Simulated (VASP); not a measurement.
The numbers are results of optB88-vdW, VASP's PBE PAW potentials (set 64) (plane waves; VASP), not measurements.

VASP ran on this input.

### INCAR
```
SYSTEM  =  AgCl
PREC  =  Accurate; ENCUT  =  520; LREAL  =  .FALSE.
LASPH  =  .TRUE.
EDIFF  =  1E-6; NELM  =  100; ALGO  =  Normal
LMAXMIX  =  4
ISMEAR  =  0; SIGMA  =  0.05
GGA  =  BO; LUSE_VDW  =  .TRUE.; AGGAC  =  0.0
PARAM1  =  0.1833333333; PARAM2  =  0.22
IBRION  =  2; NSW  =  60; ISIF  =  3
EDIFFG  =  -0.01
LWAVE  =  .FALSE.; LCHARG  =  .FALSE.
```

File KPOINTS:
```
Automatic mesh
0
Gamma
 8 8 8
0 0 0
```

POSCAR:
```
AgCl
1
    0.0000000000     2.7750000000     2.7750000000
    2.7750000000     0.0000000000     2.7750000000
    2.7750000000     2.7750000000     0.0000000000
Ag Cl
1 1
Direct
  0.0000000000   0.0000000000   0.0000000000
  0.5000000000   0.5000000000   0.5000000000
```

POTCAR, in this order: Ag Cl (PBE.64 set). Program: vasp_std.

Estimate the energy per atom (σ→0), volume per atom, band gap (on the k-mesh).

The energy per atom (σ→0) is -0.367 eV/atom, the band gap (on the k-mesh) is 0.89 eV and the volume per atom is 21.44 Å³/atom.

OSZICAR:
```
...
       N       E                     dE             d eps       ncg     rms          rms(c)
DAV:   1    -0.736235177986E+00   -0.20061E-02   -0.35929E-02   754   0.211E+00    0.302E-01
DAV:   2    -0.734432088683E+00    0.18031E-02   -0.51157E-03   754   0.881E-01    0.923E-02
DAV:   3    -0.734315630187E+00    0.11646E-03   -0.39450E-04   769   0.171E-01    0.659E-02
DAV:   4    -0.734303184966E+00    0.12445E-04   -0.13832E-05   814   0.403E-02    0.166E-02
DAV:   5    -0.734300730468E+00    0.24545E-05   -0.39754E-06   829   0.309E-02    0.300E-03
DAV:   6    -0.734300615394E+00    0.11507E-06   -0.69344E-07   377   0.108E-02
   2 F= -.73430062E+00 E0= -.73430062E+00  d E =-.714724E-04
```

The compound is AgCl in the rock salt structure. This run relaxes it. Symmetry was kept, so distortions that lower it aren't found.
